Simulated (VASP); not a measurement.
These are PBE GGA with spin-orbit coupling, VASP's PBE PAW potentials (set 64) (plane waves; VASP 6.6.1) values and carry that method's errors.

VASP input:

POSCAR:
```
Ni
3.5126730
  0.0000000000   0.4999999929   0.4999999929
  0.4999999929   0.0000000000   0.4999999929
  0.4999999929   0.4999999929   0.0000000000
Ni
1
Cart
  0.0000000000   0.0000000000   0.0000000000
```

### KPOINTS_OPT
```
k-points along high-symmetry lines
8
Line-mode
Reciprocal
  0.000000   0.000000   0.000000 ! GAMMA
  0.500000   0.000000   0.500000 ! X

  0.500000   0.000000   0.500000 ! X
  0.625000   0.250000   0.625000 ! U

  0.375000   0.375000   0.750000 ! K
  0.000000   0.000000   0.000000 ! GAMMA

  0.000000   0.000000   0.000000 ! GAMMA
  0.500000   0.500000   0.500000 ! L

  0.500000   0.500000   0.500000 ! L
  0.500000   0.250000   0.750000 ! W

  0.500000   0.250000   0.750000 ! W
  0.500000   0.000000   0.500000 ! X
```

INCAR:
```
SYSTEM = Ni
PREC = Accurate
ENCUT = 400
EDIFF = 1E-6
NELM = 100
ALGO = Normal
LREAL = .FALSE.
LASPH = .TRUE.
ISMEAR = 0
SIGMA = 0.05
GGA = PE
LMAXMIX = 4
MAGMOM = 0 0 0.6
LORBIT = 11
LWAVE = .FALSE.
LCHARG = .FALSE.
LSORBIT = .TRUE.
GGA_COMPAT = .FALSE.
```

### KPOINTS
```
Automatic
0
gamma
  16 16 16
0 0 0
```

POTCAR, in this order: Ni (PBE.64 set). Program: vasp_ncl.

What VASP printed:

**OSZICAR**
```
       N       E                     dE             d eps       ncg     rms          rms(c)
DAV:   1     0.389015168170E+02    0.38902E+02   -0.38887E+03 21666   0.130E+03
DAV:   2    -0.492175961754E+01   -0.43823E+02   -0.40786E+02 20128   0.223E+02
DAV:   3    -0.648397794414E+01   -0.15622E+01   -0.15211E+01 21952   0.537E+01
DAV:   4    -0.650360071820E+01   -0.19623E-01   -0.19613E-01 23564   0.525E+00
DAV:   5    -0.650410538112E+01   -0.50466E-03   -0.50464E-03 21700   0.781E-01    0.994E+00
DAV:   6    -0.581465913661E+01    0.68945E+00   -0.49045E+00 21408   0.667E+01    0.600E+00
DAV:   7    -0.550031753702E+01    0.31434E+00   -0.10377E+00 21892   0.274E+01    0.194E+00
DAV:   8    -0.548520634045E+01    0.15111E-01   -0.92970E-03 28980   0.198E+00    0.987E-01
DAV:   9    -0.548292116945E+01    0.22852E-02   -0.33612E-03 21274   0.794E-01    0.268E-01
DAV:  10    -0.548216173077E+01    0.75944E-03   -0.27066E-03 20768   0.641E-01    0.808E-02
DAV:  11    -0.548234409153E+01   -0.18236E-03   -0.25875E-03 20646   0.598E-01    0.497E-02
DAV:  12    -0.548234218269E+01    0.19088E-05   -0.34386E-03 20650   0.650E-01    0.430E-02
DAV:  13    -0.548224602447E+01    0.96158E-04   -0.21958E-03 20596   0.529E-01    0.255E-02
DAV:  14    -0.548231776828E+01   -0.71744E-04   -0.99769E-04 20140   0.442E-01    0.305E-02
DAV:  15    -0.548220311099E+01    0.11466E-03   -0.67078E-04 20308   0.308E-01    0.105E-02
DAV:  16    -0.548223170026E+01   -0.28589E-04   -0.57355E-04 20504   0.272E-01    0.175E-02
DAV:  17    -0.548220060090E+01    0.31099E-04   -0.39149E-04 20438   0.218E-01    0.107E-02
DAV:  18    -0.548218332527E+01    0.17276E-04   -0.13706E-04 20254   0.137E-01    0.463E-03
DAV:  19    -0.548218481439E+01   -0.14891E-05   -0.25376E-05 21024   0.622E-02    0.494E-03
DAV:  20    -0.548218380083E+01    0.10136E-05   -0.16890E-06 20702   0.150E-02    0.439E-03
DAV:  21    -0.548218404222E+01   -0.24139E-06   -0.68795E-08 10742   0.332E-03
   1 F= -.54821840E+01 E0= -.54811143E+01  d E =-.213943E-02  mag=    -0.0000    -0.0000     0.5942
       N       E                     dE             ncg
```

OUTCAR:
```
------------------------ aborting loop because EDIFF is reached ----------------------------------------
  FORCE on cell =-STRESS in cart. coord.  units (eV):
  Direction    XX          YY          ZZ          XY          YZ          ZX
  --------------------------------------------------------------------------------------
  Total        0.0085697      0.0085697      0.0074286      0.0000000      0.0000000     -0.0000000
  in kB        1.2671342      1.2671342      1.0984111      0.0000059      0.0000000     -0.0000000
  external PRESSURE =       1.2108932 kB  Pullay stress =       0.0000000 kB
  volume of cell :       10.84
      direct lattice vectors                 reciprocal lattice vectors
     0.000000000  1.756336475  1.756336475    -0.284683492  0.284683492  0.284683492
     1.756336475  0.000000000  1.756336475     0.284683492 -0.284683492  0.284683492
     1.756336475  1.756336475  0.000000000     0.284683492  0.284683492 -0.284683492
 POSITION                                       TOTAL-FORCE (eV/Angst)
 -----------------------------------------------------------------------------------
      0.00000      0.00000      0.00000        -0.000000     -0.000000      0.000000
 -----------------------------------------------------------------------------------
    total drift:                                0.000000      0.000000      0.000000
  FREE ENERGIE OF THE ION-ELECTRON SYSTEM (eV)
  ---------------------------------------------------
  free  energy   TOTEN  =        -5.4821840422 eV

  energy  without entropy=       -5.4800446156  energy(sigma->0) =       -5.48111433

 total charge

# of ion       s       p       d       tot
------------------------------------------
    1        0.499   0.501   8.314   9.314

 magnetization (x)

# of ion       s       p       d       tot
------------------------------------------
    1        0.000   0.000   0.000   0.000

 magnetization (y)

# of ion       s       p       d       tot
------------------------------------------
    1        0.000   0.000   0.000   0.000

 magnetization (z)

# of ion       s       p       d       tot
------------------------------------------
    1       -0.007  -0.025   0.637   0.605

 Ion:    1  E_soc:     -0.0187368
```
(Selected blocks of OUTCAR.)

The compound is Ni in the fcc structure. It was relaxed first.
